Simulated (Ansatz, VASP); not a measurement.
# Cross-check of TaN between VASP and Ansatz, part 2 of 3

Aim: how closely do two programs agree when they are given the same cell, functional and k mesh? The cell is taken from a series of runs on this material, whose earlier steps may have relaxed, scaled, displaced or heated it; both programs get it as it stands.

VASP 6.6.1 and Ansatz 0.2.0.

So far: The structure; Ansatz: zone-centre phonons, PBEsol.

### Step 3. VASP: zone-centre phonons, PBEsol

Level of this step: PBEsol; plane waves and PAW (N, Ta_pv) (VASP).

The same cell, functional, mesh and smearing now go to VASP, with its own data sets.

Lines of VASP's logs that name or quote its potential files are left out, and so is its time.

INCAR

```
SYSTEM = TaN
PREC = Accurate
ENCUT = 600
EDIFF = 1E-08
NELM = 120
ISMEAR = 1
SIGMA = 0.2
LREAL = .FALSE.
ALGO = Normal
GGA = PS
NBANDS = 30
LASPH = .TRUE.
LORBIT = 11
LWAVE = .FALSE.
LCHARG = .FALSE.
ISIF = 2
IBRION = 8
GGA_COMPAT = .FALSE.
KPAR = 2
```

POSCAR

```
TaN
1.0
    4.9852067777      0.0000000000      0.0000000000
   -2.4926033889      4.3173157126      0.0000000000
    0.0000000000      0.0000000000      2.8115684494
N Ta
3 3
Direct
    0.3978287332      0.0000000000      0.0000000000
    0.6021712668      0.6021712668      0.0000000000
    0.0000000000      0.3978287332      0.0000000000
    0.3333333333      0.6666666667      0.5000000000
    0.6666666667      0.3333333333      0.5000000000
    0.0000000000      0.0000000000      0.0000000000
```

KPOINTS

```
Automatic mesh
0
Gamma
9 9 12
0 0 0
```

The projector-augmented-wave data sets are N and Ta_pv (PBE family, release 64).

On the command line:

```bash
mpirun -np 2 vasp_std
```

What it wrote:

```text
[banner, memory and clock lines left out]
running    2 mpi-ranks, on    1 nodes
 distrk:  each k-point on    1 cores,    2 groups
 distr:  one band on    1 cores,    1 groups

 POSCAR found type information on POSCAR N Ta
 POSCAR found :  2 types and       6 ions
|                                                                             |
|               ----> ADVICE to this user running VASP <----                  |
|                                                                             |
|     You enforced a specific xc type in the INCAR file but a different       |
|     [... a line on the potential file left out ...]
|     I HOPE YOU KNOW WHAT YOU ARE DOING!                                     |
|                                                                             |

 LDA part: xc-table for (Slater+PW92), standard interpolation
 POSCAR, INCAR and KPOINTS ok, starting setup
 FFT: planning ... GRIDC
 FFT: planning ... GRID_SOFT
 FFT: planning ... GRID
 WAVECAR not read
 entering main loop
       N       E                     dE             d eps       ncg     rms          rms(c)
DAV:   1     0.492486680983E+03    0.49249E+03   -0.28853E+04  5040   0.191E+03
DAV:   2    -0.458457733977E+02   -0.53833E+03   -0.51889E+03  5776   0.532E+02
DAV:   3    -0.790574931572E+02   -0.33212E+02   -0.32691E+02  6208   0.126E+02
DAV:   4    -0.797024581389E+02   -0.64496E+00   -0.64080E+00  6204   0.172E+01
DAV:   5    -0.797169843221E+02   -0.14526E-01   -0.14517E-01  6126   0.206E+00    0.553E+01
DAV:   6    -0.707935864872E+02    0.89234E+01   -0.46286E+01  6412   0.411E+01    0.246E+01
DAV:   7    -0.706395120191E+02    0.15407E+00   -0.18102E+00  6094   0.908E+00    0.124E+01
DAV:   8    -0.705742226164E+02    0.65289E-01   -0.25048E-01  6018   0.380E+00    0.834E-01
DAV:   9    -0.705657227854E+02    0.84998E-02   -0.27683E-02  6388   0.156E+00    0.326E-01
DAV:  10    -0.705655260801E+02    0.19671E-03   -0.10539E-02  6308   0.586E-01    0.147E-01
DAV:  11    -0.705652419294E+02    0.28415E-03   -0.26215E-03  6266   0.318E-01    0.359E-02
DAV:  12    -0.705652289057E+02    0.13024E-04   -0.13889E-04  6270   0.794E-02    0.128E-02
DAV:  13    -0.705652281449E+02    0.76087E-06   -0.48522E-06  6162   0.160E-02    0.392E-03
DAV:  14    -0.705652280436E+02    0.10128E-06   -0.39307E-07  6508   0.441E-03    0.104E-03
DAV:  15    -0.705652280172E+02    0.26359E-07   -0.63923E-08  5626   0.184E-03    0.301E-04
DAV:  16    -0.705652280097E+02    0.75452E-08   -0.31816E-09  3924   0.444E-04
   1 F= -.70565228E+02 E0= -.70566229E+02  d E =0.300379E-02
 Linear response reoptimize wavefunctions to high precision
DAV:   1    -0.705652280077E+02    0.19481E-08   -0.49470E-10  3960   0.183E-04
DAV:   2    -0.705652280078E+02   -0.25466E-10   -0.11621E-10  3762   0.831E-05
 Linear response DOF=           7
 Linear response progress:
  Degree of freedom:   1/  7
       N       E                     dE             d eps       ncg     rms          rms(c)
RMM:   1    -0.255384523648E+00   -0.25538E+00    0.13651E-01 22558   0.252E+00
RMM:   2    -0.247603144669E+00    0.77814E-02   -0.12487E-02 17441   0.513E-01    0.440E-01
RMM:   3    -0.248552111889E+00   -0.94897E-03   -0.43483E-03 17787   0.241E-01    0.261E-01
RMM:   4    -0.249868422226E+00   -0.13163E-02   -0.88193E-04 17305   0.128E-01    0.702E-02
RMM:   5    -0.250148430115E+00   -0.28001E-03   -0.11749E-04 19297   0.435E-02    0.252E-02
RMM:   6    -0.250134551573E+00    0.13879E-04   -0.14334E-05 19623   0.151E-02    0.521E-03
RMM:   7    -0.250099644087E+00    0.34907E-04   -0.16997E-06 17745   0.619E-03    0.108E-03
RMM:   8    -0.250100737739E+00   -0.10937E-05   -0.33138E-07 19731   0.209E-03    0.577E-04
RMM:   9    -0.250102192364E+00   -0.14546E-05   -0.22915E-08 20131   0.677E-04    0.208E-04
RMM:  10    -0.250102097465E+00    0.94899E-07   -0.68475E-09 19866   0.255E-04    0.793E-05
RMM:  11    -0.250102097069E+00    0.39638E-09   -0.13004E-09 20364   0.131E-04    0.254E-05
 first order change of Fermi-energy  -0.18496E-01
 force on displaced ion       1 direction 1 : -26.339  -0.000   0.000
 Linear response progress:
  Degree of freedom:   2/  7
       N       E                     dE             d eps       ncg     rms          rms(c)
RMM:   1    -0.255418649401E+00   -0.25542E+00    0.15791E-01 37105   0.255E+00
RMM:   2    -0.247502126721E+00    0.79165E-02   -0.14643E-02 28299   0.538E-01    0.501E-01
RMM:   3    -0.248319742586E+00   -0.81762E-03   -0.42818E-03 30059   0.267E-01    0.313E-01
RMM:   4    -0.249560876774E+00   -0.12411E-02   -0.96836E-04 27565   0.137E-01    0.911E-02
RMM:   5    -0.249963373448E+00   -0.40250E-03   -0.13761E-04 31908   0.503E-02    0.236E-02
RMM:   6    -0.249911346482E+00    0.52027E-04   -0.17185E-05 30820   0.188E-02    0.233E-03
[...]
RMM:   5    -0.203510493688E+00    0.11322E-03   -0.14505E-04 35439   0.392E-02    0.244E-02
RMM:   6    -0.203419361524E+00    0.91132E-04   -0.56796E-05 34352   0.153E-02    0.426E-03
RMM:   7    -0.203411345805E+00    0.80157E-05   -0.43865E-05 33107   0.769E-03    0.137E-03
RMM:   8    -0.203409812914E+00    0.15329E-05   -0.17353E-05 35690   0.293E-03    0.577E-04
RMM:   9    -0.203410849207E+00   -0.10363E-05   -0.13025E-05 36345   0.129E-03    0.269E-04
[...]
RMM:  20    -0.203411381564E+00    0.69489E-08    0.62148E-08 35729   0.865E-05    0.108E-07
 first order change of Fermi-energy  -0.46717E-03
 force on displaced ion       4 direction 1 : -38.848  -0.001   0.000
 Linear response progress:
  Degree of freedom:   5/  7
       N       E                     dE             d eps       ncg     rms          rms(c)
RMM:   1    -0.139217794418E+00   -0.13922E+00    0.10344E+01 10789   0.196E+01
RMM:   2    -0.165264045674E+00   -0.26046E-01   -0.40489E-02 17226   0.127E+00    0.145E-01
RMM:   3    -0.164616359544E+00    0.64769E-03   -0.69811E-03 18772   0.329E-01    0.789E-02
RMM:   4    -0.163994601786E+00    0.62176E-03   -0.89658E-04 21204   0.126E-01    0.265E-02
RMM:   5    -0.163813698693E+00    0.18090E-03   -0.79768E-05 21475   0.318E-02    0.746E-03
RMM:   6    -0.163762503318E+00    0.51195E-04   -0.27783E-05 20403   0.105E-02    0.126E-03
RMM:   7    -0.163761522501E+00    0.98082E-06   -0.18897E-05 21093   0.405E-03    0.493E-04
RMM:   8    -0.163761701529E+00   -0.17903E-06   -0.11689E-05 20843   0.179E-03    0.142E-04
RMM:   9    -0.163762547171E+00   -0.84564E-06   -0.68768E-06 21617   0.884E-04    0.628E-05
RMM:  10    -0.163762936333E+00   -0.38916E-06   -0.41959E-06 19770   0.529E-04    0.218E-05
RMM:  11    -0.163763155442E+00   -0.21911E-06   -0.25775E-06 21640   0.336E-04    0.117E-05
RMM:  12    -0.163763197445E+00   -0.42004E-07   -0.17214E-06 22484   0.224E-04    0.523E-06
RMM:  13    -0.163763269751E+00   -0.72305E-07   -0.13758E-06 21266   0.173E-04    0.242E-06
RMM:  14    -0.163763259214E+00    0.10536E-07   -0.10278E-06 22416   0.139E-04    0.164E-06
[...]
RMM:  23    -0.163763256881E+00   -0.17373E-07   -0.37870E-07 21757   0.867E-05    0.132E-06
RMM:  24    -0.163763253654E+00    0.32272E-08   -0.25234E-07 20960   0.861E-05    0.113E-06
RMM:  25    -0.163763257942E+00   -0.42884E-08   -0.30071E-07 22451   0.859E-05    0.663E-07
RMM:  26    -0.163763258118E+00   -0.17593E-09   -0.23256E-07 21183   0.856E-05    0.293E-07
RMM:  27    -0.163763258058E+00    0.59689E-10   -0.26622E-07 20411   0.854E-05    0.237E-07
RMM:  28    -0.163763256179E+00    0.18788E-08   -0.23067E-07 20271   0.853E-05    0.247E-07
RMM:  29    -0.163763260231E+00   -0.40516E-08   -0.29483E-07 20121   0.852E-05    0.199E-07
RMM:  30    -0.163763259244E+00    0.98722E-09   -0.22459E-07 20110   0.852E-05    0.223E-07
 first order change of Fermi-energy   0.15673E-03
 force on displaced ion       4 direction 3 :   0.000  -0.000 -34.690
 Linear response progress:
  Degree of freedom:   6/  7
       N       E                     dE             d eps       ncg     rms          rms(c)
RMM:   1    -0.176808024942E+00   -0.17681E+00    0.10825E+01 10868   0.188E+01
RMM:   2    -0.209053710886E+00   -0.32246E-01   -0.53468E-02 16983   0.131E+00    0.330E-01
RMM:   3    -0.208698018129E+00    0.35569E-03   -0.88592E-03 18759   0.317E-01    0.195E-01
RMM:   4    -0.208198961913E+00    0.49906E-03   -0.96558E-04 19515   0.140E-01    0.592E-02
RMM:   5    -0.208088335420E+00    0.11063E-03   -0.12955E-04 20425   0.456E-02    0.255E-02
RMM:   6    -0.208034054739E+00    0.54281E-04   -0.37770E-05 20619   0.188E-02    0.508E-03
RMM:   7    -0.208031039866E+00    0.30149E-05   -0.67770E-06 19924   0.113E-02    0.275E-03
RMM:   8    -0.208029787470E+00    0.12524E-05   -0.27858E-06 19775   0.588E-03    0.666E-04
RMM:   9    -0.208032051077E+00   -0.22636E-05   -0.30999E-06 20496   0.239E-03    0.645E-04
RMM:  10    -0.208032605180E+00   -0.55410E-06    0.53561E-07 19662   0.174E-03    0.236E-04
RMM:  11    -0.208033454302E+00   -0.84912E-06   -0.83058E-07 20739   0.732E-04    0.174E-04
RMM:  12    -0.208033469605E+00   -0.15303E-07    0.52004E-07 20125   0.480E-04    0.495E-05
RMM:  13    -0.208033640041E+00   -0.17044E-06   -0.14287E-07 21740   0.319E-04    0.216E-05
RMM:  14    -0.208033782067E+00   -0.14203E-06    0.39606E-07 20420   0.220E-04    0.107E-05
[...]
RMM:  29    -0.208033883153E+00    0.13605E-08    0.51196E-07 19071   0.875E-05    0.377E-07
RMM:  30    -0.208033881184E+00    0.19695E-08    0.54663E-07 18981   0.874E-05    0.354E-07
RMM:  31    -0.208033884506E+00   -0.33219E-08    0.50173E-07 19027   0.874E-05    0.347E-07
RMM:  32    -0.208033884497E+00    0.86348E-11    0.51802E-07 19511   0.873E-05    0.246E-07
RMM:  33    -0.208033883242E+00    0.12546E-08    0.52743E-07 18888   0.873E-05    0.294E-07
RMM:  34    -0.208033885517E+00   -0.22747E-08    0.48356E-07 18886   0.873E-05    0.260E-07
RMM:  35    -0.208033882864E+00    0.26529E-08    0.52949E-07 18819   0.873E-05    0.301E-07
RMM:  36    -0.208033884526E+00   -0.16617E-08    0.51557E-07 18774   0.873E-05    0.292E-07
 first order change of Fermi-energy  -0.45308E-03
 force on displaced ion       6 direction 1 : -37.588   0.000   0.000
 Linear response progress:
  Degree of freedom:   7/  7
       N       E                     dE             d eps       ncg     rms          rms(c)
RMM:   1    -0.123985661726E+00   -0.12399E+00    0.12897E+01  8114   0.169E+01
RMM:   2    -0.149785706307E+00   -0.25800E-01   -0.33936E-02 11299   0.103E+00    0.145E-01
RMM:   3    -0.148458576345E+00    0.13271E-02   -0.51097E-03 12466   0.273E-01    0.715E-02
RMM:   4    -0.147538374178E+00    0.92020E-03   -0.79445E-04 13880   0.116E-01    0.328E-02
RMM:   5    -0.147157398636E+00    0.38098E-03   -0.53582E-05 14347   0.320E-02    0.301E-03
RMM:   6    -0.147174211525E+00   -0.16813E-04   -0.70081E-06 13676   0.917E-03    0.126E-03
RMM:   7    -0.147179017493E+00   -0.48060E-05   -0.12075E-06 14644   0.304E-03    0.438E-04
RMM:   8    -0.147181969038E+00   -0.29515E-05   -0.71096E-07 14164   0.113E-03    0.844E-05
RMM:   9    -0.147182679759E+00   -0.71072E-06   -0.41446E-07 14598   0.573E-04    0.282E-05
RMM:  10    -0.147182959606E+00   -0.27985E-06   -0.20817E-07 14931   0.336E-04    0.122E-05
RMM:  11    -0.147183092375E+00   -0.13277E-06   -0.13979E-07 14901   0.225E-04    0.534E-06
RMM:  12    -0.147183111804E+00   -0.19429E-07   -0.77786E-08 15123   0.165E-04    0.449E-06
RMM:  13    -0.147183159430E+00   -0.47627E-07   -0.64088E-08 14497   0.136E-04    0.192E-06
RMM:  14    -0.147183176745E+00   -0.17315E-07   -0.44887E-08 15257   0.116E-04    0.888E-07
RMM:  15    -0.147183183815E+00   -0.70691E-08   -0.34144E-08 13455   0.104E-04    0.888E-07
 first order change of Fermi-energy   0.47495E-03
 force on displaced ion       6 direction 3 :   0.000  -0.000 -12.960
 Linear response finished
```

[end of part 2 of 3]

[Lines on the potential files, build, host, timing and source positions are cut from VASP's logs without a mark.]

[Logs are printed without paths, hosts, clocks, repeated set-up lines and the standing remarks that a program may print on its own settings, such as how far it seeks lower states.]

[Hosts, paths, dates, database ids (printed as entryN), source tags and the programs' standing remarks are cut or masked in the printed files.]
